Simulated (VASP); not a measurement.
Crystal: Bi6Te7Se2.

```
Bi Se Te
1.0
     6.49526   -3.75004    0.00000
     0.00000   -7.50008    0.00000
     2.16509   -1.25001  -10.03627
Bi Se Te
6 2 7
Direct
  0.06667 0.66667 0.80000
  0.73333 0.33333 0.80000
  0.40000 0.00000 0.80000
  0.26667 0.66667 0.20000
  0.93333 0.33333 0.20000
  0.60000 0.00000 0.20000
  0.66667 0.66667 0.00000
  0.87617 0.66667 0.37150
  0.33333 0.33333 0.00000
  0.00000 0.00000 0.00000
  0.54283 0.33333 0.37150
  0.20950 0.00000 0.37150
  0.45717 0.66667 0.62850
  0.12383 0.33333 0.62850
  0.79050 0.00000 0.62850
```

The cell was built by a generator and needn't be a form met in nature.

| Item | Value |
| --- | --- |
| Program | VASP 6.6.1 |
| Task | relaxation of cell and atoms |
| Functional | PBEsol |
| Potentials or basis | VASP PAW PBE potentials, release 64 (Bi_d, Se, Te) |
| Cutoff | 600 eV |
| k mesh | 4 × 4 × 4 |
| Occupations | gaussian, width 0.03 eV |
| Spin | no spin polarisation |

At the start: pressure -0.5 GPa; volume 32.59 Å³/atom.

Question: How do energy, volume and symmetry change on relaxing?

Answer: Over 25 steps the energy falls by 14.2 meV/atom and the volume is 32.49 Å³/atom (-0.3 %); space group Cm (No. 8, to 0.05 Å).

Step by step:
| step | energy change (eV) | largest force (eV/Å) | pressure (GPa) | volume (Å³) |
| --- | --- | --- | --- | --- |
| 1 | 0.0000 | 0.9054 | -0.48 | 488.92 |
| 2 | -0.0909 | 0.6483 | 0.27 | 481.99 |
| 3 | -0.1221 | 0.3417 | 1.10 | 475.11 |
| 4 | -0.1711 | 0.2151 | 0.58 | 478.82 |
| 5 | -0.1862 | 0.1348 | 0.13 | 482.39 |
| 6 | -0.1909 | 0.1194 | 0.03 | 483.40 |
| 7 | -0.1969 | 0.1435 | -0.20 | 485.89 |
| 8 | -0.2007 | 0.1167 | -0.01 | 484.64 |
| 9 | -0.2016 | 0.0961 | 0.14 | 483.67 |
| 10 | -0.2045 | 0.0852 | 0.12 | 484.16 |
| 11 | -0.2082 | 0.0684 | 0.01 | 485.63 |
| 12 | -0.2098 | 0.0447 | -0.02 | 486.01 |
| 13 | -0.2101 | 0.0440 | -0.04 | 486.28 |
| 14 | -0.2110 | 0.0359 | 0.00 | 485.99 |
| 15 | -0.2111 | 0.0347 | 0.03 | 485.88 |
| 16 | -0.2114 | 0.0286 | 0.02 | 486.14 |
| 17 | -0.2120 | 0.0172 | -0.02 | 486.90 |
| 18 | -0.2120 | 0.0197 | -0.03 | 487.08 |
| 19 | -0.2122 | 0.0188 | 0.03 | 486.69 |
| 20 | -0.2122 | 0.0187 | 0.03 | 486.75 |
| 21 | -0.2124 | 0.0159 | 0.02 | 486.93 |
| 22 | -0.2125 | 0.0183 | 0.01 | 487.08 |
| 23 | -0.2126 | 0.0164 | -0.02 | 487.41 |
| 24 | -0.2126 | 0.0161 | -0.01 | 487.42 |
| 25 | -0.2126 | 0.0072 | -0.01 | 487.34 |

Final structure:
```
Bi Se Te
1.0
     6.48681   -3.74516    0.00876
    -0.00030   -7.49085    0.00438
     2.15228   -1.24262  -10.02611
Bi Se Te
6 2 7
Direct
  0.05818 0.66667 0.80615
  0.73118 0.34062 0.80485
  0.40514 0.99271 0.80485
  0.26773 0.66667 0.19821
  0.92668 0.34788 0.19771
  0.60789 0.98546 0.19771
  0.66225 0.66667 0.00218
  0.89100 0.66667 0.34910
  0.33680 0.32874 0.00281
  0.99887 0.00459 0.00281
  0.54341 0.32674 0.37080
  0.20349 0.00659 0.37080
  0.45034 0.66667 0.63009
  0.12651 0.33068 0.63097
  0.79052 0.00266 0.63097
```

Caveat: the PAW data sets were made with another functional, which shifts forces and pressure a little.
